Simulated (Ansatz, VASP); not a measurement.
# Cross-check of NiF2 (1T-NiF2 monolayer) between VASP and Ansatz, part 2 of 2

One calculation is typed for both programs; each brings its own data sets. How far apart do they land? Of the first pair: The structure shown is the start of the Ansatz relaxation below; VASP solves that cell, so the two are compared at the walk's first step.

VASP 6.6.1 and Ansatz 0.2.0.

So far: Starting point; Ansatz: relaxation, PBE with D3(BJ).

## (3) VASP: single point, PBE with D3(BJ), start cell, pair 1

Level of this step: PBE with D3(BJ), spin-polarised from a ferromagnetic start; plane waves and PAW (F, Ni) (VASP).

The same cell, functional, mesh and smearing now go to VASP, with its own data sets.

Lines of VASP's logs that name or quote its potential files are left out, and so is its time.

The input, INCAR:

```
SYSTEM = NiF2
PREC = Accurate
ENCUT = 520
EDIFF = 1E-06
NELM = 200
ISMEAR = -1
SIGMA = 0.05
LREAL = .FALSE.
ALGO = Normal
GGA = PE
IVDW = 12
NBANDS = 21
ISPIN = 2
MAGMOM = 0.15 0.15 1.65
LASPH = .TRUE.
LMAXMIX = 4
LORBIT = 11
LWAVE = .FALSE.
LCHARG = .FALSE.
ISIF = 2
LDIPOL = .TRUE.
IDIPOL = 3
DIPOL = 0.5 0.5 0.5
LVHAR = .TRUE.
GGA_COMPAT = .FALSE.
NELMDL = -8
KPAR = 2
```

The input, POSCAR:

```
NiF2
1.0
    2.4647480000      0.0000000000      0.0000000000
   -1.2323740000      2.1345340000      0.0000000000
    0.0000000000      0.0000000000     35.1984090000
F Ni
2 1
Direct
    0.6666666667      0.3333333333      0.4701917067
    0.3333333333      0.6666666667      0.5298082933
    0.0000000000      0.0000000000      0.5000000000
```

The input, KPOINTS:

```
Automatic mesh
0
Gamma
18 18 1
0 0 0
```

PAW data sets: F and Ni (PBE family, release 64).

Started as:

```bash
$ mpirun -np 2 vasp_std
```

Numbers of over 12 decimals in the logs are rounded to 6 here.

What it wrote:

```text
[banner, memory and clock lines left out]
running    2 mpi-ranks, on    1 nodes
 distrk:  each k-point on    1 cores,    2 groups
 distr:  one band on    1 cores,    1 groups

 POSCAR found type information on POSCAR F Ni
 POSCAR found :  2 types and       3 ions
 LDA part: xc-table for (Slater+PW92), standard interpolation
 POSCAR, INCAR and KPOINTS ok, starting setup
 FFT: planning ... GRIDC
 FFT: planning ... GRID_SOFT
 FFT: planning ... GRID
 WAVECAR not read
 entering main loop
       N       E                     dE             d eps       ncg     rms          rms(c)
DAV:   1     0.244590905385E+03    0.24459E+03   -0.96982E+03  3201   0.889E+02
DAV:   2     0.156977030264E+02   -0.22889E+03   -0.21528E+03  4090   0.250E+02
DAV:   3    -0.108504318623E+02   -0.26548E+02   -0.26262E+02  3989   0.110E+02
DAV:   4    -0.112858461791E+02   -0.43541E+00   -0.43523E+00  3787   0.174E+01
DAV:   5    -0.112934528222E+02   -0.76066E-02   -0.76059E-02  4076   0.196E+00
DAV:   6    -0.112937123349E+02   -0.25951E-03   -0.25951E-03  4079   0.354E-01
DAV:   7    -0.112937210077E+02   -0.86728E-05   -0.86726E-05  4329   0.519E-02
DAV:   8    -0.112937213890E+02   -0.38128E-06   -0.38160E-06  3413   0.102E-02    0.351E+01
DAV:   9    -0.979043522277E+01    0.15033E+01   -0.10092E+01  4402   0.509E+01    0.265E+01
DAV:  10    -0.944147774562E+01    0.34896E+00   -0.22595E+00  3841   0.300E+01    0.950E+00
DAV:  11    -0.983514241029E+01   -0.39366E+00   -0.41384E-01  4027   0.118E+01    0.433E+00
DAV:  12    -0.995649455821E+01   -0.12135E+00   -0.12959E-01  3986   0.742E+00    0.773E-01
DAV:  13    -0.996784024701E+01   -0.11346E-01   -0.14976E-02  4039   0.127E+00    0.264E-01
DAV:  14    -0.997189480555E+01   -0.40546E-02   -0.13747E-03  3829   0.475E-01    0.820E-02
[...]
DAV:  24    -0.998240938140E+01   -0.90163E-03   -0.63552E-06  3199   0.133E-02    0.349E-03
DAV:  25    -0.998264016008E+01   -0.23078E-03   -0.59461E-07  3009   0.488E-03    0.253E-03
DAV:  26    -0.998280218820E+01   -0.16203E-03   -0.74541E-08  3012   0.440E-03    0.177E-03
DAV:  27    -0.998302429264E+01   -0.22210E-03   -0.18788E-07  3062   0.309E-03    0.142E-03
DAV:  28    -0.998309620868E+01   -0.71916E-04   -0.99883E-08  3048   0.180E-03    0.598E-04
DAV:  29    -0.998311713198E+01   -0.20923E-04   -0.29621E-08  2912   0.166E-03    0.501E-04
DAV:  30    -0.998312111779E+01   -0.39858E-05   -0.54946E-09  3089   0.499E-04    0.147E-04
DAV:  31    -0.998312179490E+01   -0.67712E-06   -0.20660E-09  3175   0.317E-04
   1 F= -.10329897E+02 E0= -.10329897E+02  d E =-.486628E-08  mag=     2.0000
```

From OUTCAR (step 3):

```text
ion  position               nearest neighbor table
   1  0.667  0.333  0.470-   3 1.77   3 1.77   3 1.77
   2  0.333  0.667  0.530-   3 1.77   3 1.77   3 1.77
   3  0.000  0.000  0.500-   2 1.77   1 1.77   2 1.77   1 1.77   1 1.77   2 1.77

  LATTYP: Found a hexagonal cell.
 ALAT       =     2.4647480000
 C/A-ratio  =    14.2807333650

 Subroutine GETGRP returns: Found 12 space group operations
 (whereof 12 operations were pure point group operations)

The static configuration has the point symmetry D_3d.

 Found     37 irreducible k-points:

   k-points           NKPTS =     37   k-points in BZ     NKDIM =     37   number of bands    NBANDS=     21

   dimension x,y,z NGX =    18 NGY =   18 NGZ =  270
   dimension x,y,z NGXF=    36 NGYF=   36 NGZF=  540

   ENCUT  =  520.0 eV  38.22 Ry    6.18 a.u.   4.58  4.58 65.45*2*pi/ulx,y,z

   NELECT =      24.0000    total number of electrons

 k-points in reciprocal lattice and weights: Automatic mesh
   0.00000000  0.00000000  0.00000000       0.003
   0.05555556 -0.00000000  0.00000000       0.019
   0.11111111 -0.00000000  0.00000000       0.019
   0.16666667  0.00000000  0.00000000       0.019
   0.22222222  0.00000000  0.00000000       0.019
   0.27777778 -0.00000000  0.00000000       0.019
   0.33333333 -0.00000000  0.00000000       0.019
   0.38888889  0.00000000  0.00000000       0.019
   0.44444444  0.00000000  0.00000000       0.019
[...]
0.33333333  0.27777778  0.00000000       0.037
   0.33333333  0.33333333  0.00000000       0.006

 dipolmoment           0.000000      0.000000      0.000000 electrons x Angstroem

 average (electrostatic) potential at core
       1 -85.5672       2 -85.5672       3 -96.1565

 E-fermi :  -3.2550

 spin component 1
 k-point     1 :       0.0000    0.0000    0.0000
  band No.  band energies     occupation
    ...
      9      -6.8425      1.00000
     10      -6.8425      1.00000
     11      -6.1426      1.00000
     12      -4.4379      1.00000
     13      -4.4379      1.00000
     14       0.5283      0.00000
     15       1.2242      0.00000
     16       1.6748      0.00000
     17       1.8796      0.00000
     18       1.9489      0.00000
    ...

 k-point     2 :       0.0556   -0.0000    0.0000
  band No.  band energies     occupation
    ...
      9      -6.8136      1.00000
     10      -6.7586      1.00000
     11      -6.1218      1.00000
     12      -4.5102      1.00000
     13      -4.4473      1.00000
     14       0.6684      0.00000
     15       1.3267      0.00000
     16       1.7780      0.00000
     17       1.9817      0.00000
     18       2.0582      0.00000
    ...

 k-point     3 :       0.1111   -0.0000    0.0000
  band No.  band energies     occupation
    ...
      9      -6.7871      1.00000
     10      -6.5502      1.00000
     11      -6.0483      1.00000
     12      -4.6846      1.00000
     13      -4.4697      1.00000
     14       1.0637      0.00000
     15       1.6302      0.00000
     16       2.0869      0.00000
     17       2.2872      0.00000
     18       2.3828      0.00000
    ...

 k-point     4 :       0.1667    0.0000    0.0000
  band No.  band energies     occupation
    ...
      9      -6.8266      1.00000
     10      -6.2988      1.00000
     11      -5.9193      1.00000
     12      -4.8558      1.00000
     13      -4.4897      1.00000
     14       1.6624      0.00000
     15       2.1266      0.00000
     16       2.5996      0.00000
     17       2.7949      0.00000
     18       2.9128      0.00000
    ...

 k-point     5 :       0.2222    0.0000    0.0000
  band No.  band energies     occupation
    ...
      9      -6.9271      1.00000
     10      -6.0689      1.00000
     11      -5.7635      1.00000
     12      -4.9117      1.00000
     13      -4.4874      1.00000
     14       2.4228      0.00000
     15       2.8097      0.00000
     16       3.3144      0.00000
     17       3.5038      0.00000
     18       3.6335      0.00000
    ...

 k-point     6 :       0.2778   -0.0000    0.0000
  band No.  band energies     occupation
    ...
      9      -7.0600      1.00000
     10      -5.8955      1.00000
     11      -5.6135      1.00000
     12      -4.8059      1.00000
     13      -4.4499      1.00000
     14       3.3172      0.00000
     15       3.6751      0.00000
     16       4.2291      0.00000
     17       4.4127      0.00000
     18       4.5198      0.00000
    ...

 Edisp (eV)   -0.34677

  Total      21.45313    21.45312    14.84392     0.00000     0.00000     0.00000
  in kB     185.61050   185.61044   128.42825     0.00000     0.00000     0.00000
  external pressure =      166.55 kB  Pullay stress =        0.00 kB

  energy-cutoff  :      520.00
  volume of cell :      185.18
      direct lattice vectors                 reciprocal lattice vectors
     2.464748000  0.000000000  0.000000000     0.405720991  0.234243165  0.000000000
    -1.232374000  2.134534000  0.000000000     0.000000000  0.468486330  0.000000000
     0.000000000  0.000000000 35.198409000     0.000000000  0.000000000  0.028410375

 POSITION                                       TOTAL-FORCE (eV/Angst)
 -----------------------------------------------------------------------------------
      1.23237      0.71151     16.55000         0.000000     -0.000000     -7.123818
     -0.00000      1.42302     18.64841        -0.000000      0.000000      7.123818
      0.00000      0.00000     17.59920         0.000000      0.000000      0.000000
 -----------------------------------------------------------------------------------
    total drift:                                0.000000      0.000000      0.000000

  FREE ENERGIE OF THE ION-ELECTRON SYSTEM (eV)
  ---------------------------------------------------
  free  energy   TOTEN  =       -10.3298967595 eV

  energy  without entropy=      -10.3298967546  energy(sigma->0) =      -10.32989676

 vacuum level on the upper side and lower side of the slab         1.656         1.656

 total charge
# of ion       s       p       d       tot
------------------------------------------
    1        1.752   4.464   0.000   6.216
    2        1.752   4.464   0.000   6.216
    3        0.513   0.895   8.717  10.125
--------------------------------------------------
tot          4.016   9.823   8.717  22.557

 magnetization (x)
# of ion       s       p       d       tot
------------------------------------------
    1        0.012   0.172   0.000   0.184
    2        0.012   0.172   0.000   0.184
    3       -0.004  -0.008   1.563   1.551
--------------------------------------------------
tot          0.020   0.337   1.563   1.919

[... 6 further parts left out ...]
```

The cell holds one magnetic atom, so no antiferromagnetic order fits into it.

## (4) Differences

Known differences besides the potentials themselves: VASP starts from the moments at which Ansatz ended; Ansatz cuts the interaction across the vacuum, VASP repeats the sheet with a dipole correction; the data sets hold 32 valence electrons in Ansatz (on its default PAW (the set named soft_2) files) and 24 in VASP; the cutoff is 420 eV in Ansatz and 520 eV in VASP. Total energies have different zeros and are not compared.

Forces (eV/Å; atoms numbered as in POSCAR):

```csv
atom,"Ansatz x, y, z","VASP x, y, z"
F1,"0.000, 0.000, -6.963","0.000, 0.000, -7.124"
F2,"0.000, 0.000, 6.963","0.000, 0.000, 7.124"
Ni3,"0.000, 0.000, 0.000","0.000, 0.000, 0.000"
```

The forces differ by 76 meV/Å r.m.s., which is 2.3 % of the r.m.s. force of 3.358 eV/Å (both taken over all components). Moments aren't recorded for both runs of this pair, so they may hold unlike magnetic states. With vacuum in the cell, a pressure given here is an average over mostly empty space and none of the material.

## (5) Ansatz: relaxation, PBE with D3(BJ)

This run makes the geometry at which the two programs are then compared.

The structure compared here is the end of the Ansatz relaxation.

The input, input.yaml:

```yaml
crystal:
  lattice:
    - [2.464748, 0.0, 0.0]
    - [-1.232374, 2.1345343819, 0.0]
    - [0.0, 0.0, 35.1984086962]
  atoms:
    - { symbol: F, position: [0.6666666667, 0.3333333333, 0.4701917107] }
    - { symbol: Ni, position: [0.0, 0.0, 0.5], spin: 2.0 }
    - { symbol: F, position: [0.3333333333, 0.6666666667, 0.5298082893] }
  periodic: [true, true, false]
magnetization:
  spin_polarized: true
kpoints:
  mp_grid: { grid: [18, 18, 1] }
hamiltonian:
  xc: pbe
  dispersion: d3bj
scf:
  occupations: { method: fermi_dirac, width: 0.05 }
  convergence: { dr2_threshold: 1.0e-09 }
relax:
  f_tol: 0.004
  max_steps: 90
  cell: {}
output:
  write_potential: true
  write_density: true
  volumetric_format: npy
```

Started as:

```bash
$ ansatz run input.yaml --threads 2 --pin off --max-ram 3072MiB --backend cpu --events-out ev --progress --plain --runs-dir out
```

What it wrote:

```text
[...]
Crystal: 3 atoms, lattice volume = 185.182 Å³
Basis set: ecut = 420 eV, 3495 PW (Γ), exchange–correlation on 36×36×480 points (8 copies of the dense FFT grid, shifted against one another)
Bands: 21, of which v1, the nominal top of the filled ones, is band 16 counted from 1 (15 counted from 0)
[...]
--- Relaxed structure (15 steps of the walk, 15 accepted, 4 SCFs on fresh bases) ---
[...]
cell:  # Å, volume = 289.8632 Å³
    - [3.083683, 0, 0]
    - [-1.541842, 2.670548, 0]
    - [0, 0, 35.1984086962]
  atoms:
    - { symbol: F, position: [0.666667, 0.333333, 0.471950] }
    - { symbol: Ni, position: [0, 0, 0.500000] }
    - { symbol: F, position: [0.333333, 0.666667, 0.528050] }
[key lines of the parts left out:]
SCF converged after 9 iterations
Magnetization: 2.0000 μB (17.0000 up, 15.0000 down)
Free energy (F): -7456.042512 eV
Fermi energy:    -6.431951 eV
P = ½ c Tr σ = 0.0040 N/m
```

## (6) VASP: single point, PBE with D3(BJ), relaxed cell, pair 2

The same cell, functional, mesh and smearing now go to VASP, with its own data sets.

INCAR is that of step 3.

The input, POSCAR:

```
NiF2
1.0
    3.0836831363      0.0000000000      0.0000000000
   -1.5418415681      2.6705479332      0.0000000000
    0.0000000000      0.0000000000     35.1984086962
F Ni
2 1
Direct
    0.6666666667      0.3333333333      0.4719503194
    0.3333333333      0.6666666667      0.5280496806
    0.0000000000      0.0000000000      0.5000000000
```

KPOINTS is that of step 3.

Started as:

```bash
$ mpirun -np 2 vasp_std
```

What it wrote:

```text
[... set-up lines as in an earlier step ...]
 entering main loop
       N       E                     dE             d eps       ncg     rms          rms(c)
DAV:   1     0.229563128109E+03    0.22956E+03   -0.83506E+03  3220   0.820E+02
DAV:   2     0.188123963708E+02   -0.21075E+03   -0.19466E+03  4305   0.222E+02
DAV:   3    -0.153338838875E+02   -0.34146E+02   -0.33807E+02  4184   0.108E+02
DAV:   4    -0.159935150738E+02   -0.65963E+00   -0.65913E+00  3739   0.197E+01
[...]
DAV:  31    -0.140390601725E+02   -0.10735E-04   -0.52911E-08  2994   0.189E-03    0.457E-04
DAV:  32    -0.140390628727E+02   -0.27002E-05   -0.28691E-08  3086   0.111E-03    0.122E-04
DAV:  33    -0.140390636364E+02   -0.76369E-06   -0.98006E-09  3103   0.565E-04
   1 F= -.14265725E+02 E0= -.14265725E+02  d E =-.959418E-07  mag=     2.0000
```

Parts of OUTCAR (step 6):

```text
 Edisp (eV)   -0.22666

  Total      -0.02061    -0.02061    -0.07160    -0.00000    -0.00000     0.00000
  in kB      -0.11394    -0.11394    -0.39578    -0.00000    -0.00000     0.00000
  external pressure =       -0.21 kB  Pullay stress =        0.00 kB

 POSITION                                       TOTAL-FORCE (eV/Angst)
 -----------------------------------------------------------------------------------
      1.54184      0.89018     16.61190         0.000000     -0.000000     -0.011121
     -0.00000      1.78037     18.58651        -0.000000      0.000000      0.011121
      0.00000      0.00000     17.59920        -0.000000      0.000000     -0.000000
 -----------------------------------------------------------------------------------
    total drift:                                0.000000      0.000000      0.000000

  FREE ENERGIE OF THE ION-ELECTRON SYSTEM (eV)
  ---------------------------------------------------
  free  energy   TOTEN  =       -14.2657251493 eV

  energy  without entropy=      -14.2657250533  energy(sigma->0) =      -14.26572510

 magnetization (x)
# of ion       s       p       d       tot
------------------------------------------
    1        0.006   0.137   0.000   0.143
    2        0.006   0.137   0.000   0.143
    3        0.000   0.002   1.674   1.676
--------------------------------------------------
tot          0.013   0.276   1.674   1.963

[... 1 part as in an earlier step ...]

[... 2 further parts left out ...]
[key lines of the parts left out:]
E-fermi :  -5.4461
```

## (7) Differences

What differs besides the data sets and the points named for the pairs above, as far as they apply: the data sets hold 32 valence electrons in Ansatz (on its default PAW (the set named soft_2) files) and 24 in VASP; site moments are counted in spheres of each program's own size. Total energies have different zeros and are not compared.

The two programs side by side:

```csv
quantity,Ansatz,VASP,difference
total moment (μB),2.00,2.00,0.00
moment on Ni3 (μB),1.65,1.68,-0.02
moment on F1 (μB),0.15,0.14,0.00
moment on F2 (μB),0.15,0.14,0.00
```

At this near-relaxed geometry the largest component of a force difference is 11 meV/Å. With vacuum in the cell, a pressure given here is an average over mostly empty space and none of the material.

## (8) What came out

```
r.m.s. force difference (single point, PBE with D3(BJ), start cell, pair 1)      : 2.3 % of the r.m.s. force
difference in total moment (single point, PBE with D3(BJ), relaxed cell, pair 2) : 0 μB
```

What this shows: The r.m.s. force difference is 2.3 % of the r.m.s. force (single point, PBE with D3(BJ), start cell, pair 1), within the 3 % picked in this series as the mark of a large difference. The data sets hold unlike numbers of valence electrons (32 in Ansatz and 24 in VASP), so part of the differences comes from the potentials. Such differences can come from data sets, numerical settings and the points named under the comparisons, not from the functional's error against experiment.

[Lines on the potential files, build, host, timing and source positions are cut from VASP's logs without a mark.]

[Logs are printed without paths, hosts, clocks, repeated set-up lines and the standing remarks that a program may print on its own settings, such as how far it seeks lower states.]

[Hosts, paths, dates, database ids (printed as entryN), source tags and the programs' standing remarks are cut or masked in the printed files.]
